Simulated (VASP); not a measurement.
An input for Quantum ESPRESSO's pw.x (written as the equivalent of a VASP run, and not itself run):

```
&CONTROL
  calculation = 'scf'
  pseudo_dir = './pseudo'
  outdir = './out'
  tprnfor = .true.
  tstress = .true.
/
&SYSTEM
  ibrav = 0
  nat = 2
  ntyp = 2
  ecutwfc = 84
  occupations = 'tetrahedra'
  input_dft = 'pbesol'
/
&ELECTRONS
  conv_thr = 7.3e-09
  electron_maxstep = 100
/
ATOMIC_SPECIES
  Ru 101.070 Ru.upf
  Sb 121.760 Sb.upf
CELL_PARAMETERS angstrom
     0.0000000    2.9067320    2.9067320
     2.9067320    0.0000000    2.9067320
     2.9067320    2.9067320   -0.0000000
ATOMIC_POSITIONS crystal
  Ru   0.0000000  0.0000000  0.0000000
  Sb   0.2500000  0.2500000  0.2500000
K_POINTS automatic
  12 12 12 0 0 0
```

Q: Translate this input to VASP (INCAR, KPOINTS, POSCAR, choice of POTCAR).

A: This is not unique; one that fits is 
KPOINTS:
```
Automatic mesh
0
Gamma
12 12 12
0 0 0
```

INCAR:
```
SYSTEM = RuSb
PREC = Accurate
ENCUT = 400
EDIFF = 1E-7
NELM = 100
ALGO = Normal
LREAL = .FALSE.
LASPH = .TRUE.
ISMEAR = -5
GGA = PS
LMAXMIX = 4
LWAVE = .FALSE.
LCHARG = .TRUE.
LORBIT = 11
NEDOS = 601
ISIF = 2
```

File POSCAR:
```
RuSb
1.0
  0.0000000000   2.9067319562   2.9067319562
  2.9067319562   0.0000000000   2.9067319562
  2.9067319562   2.9067319562   0.0000000000
Ru Sb
1 1
Cartesian
  0.0000000000   0.0000000000   0.0000000000
  1.4533659781   1.4533659781   1.4533659781
```

POTCAR, in this order: Ru_pv Sb (PBE.64 set). Program: vasp_std.

What does not carry over: the potentials are each code's own (VASP's PAW set, PseudoDojo norm-conserving files in pw.x), so ENCUT and ecutwfc are chosen apart and not converted; conv_thr bounds pw.x's estimated SCF error, while EDIFF bounds the energy change between steps.

The structure was generated: RuSb was put into the zinc blende type (F-43m), which need not be its known phase. It was relaxed first, which changed the volume by -31 %.
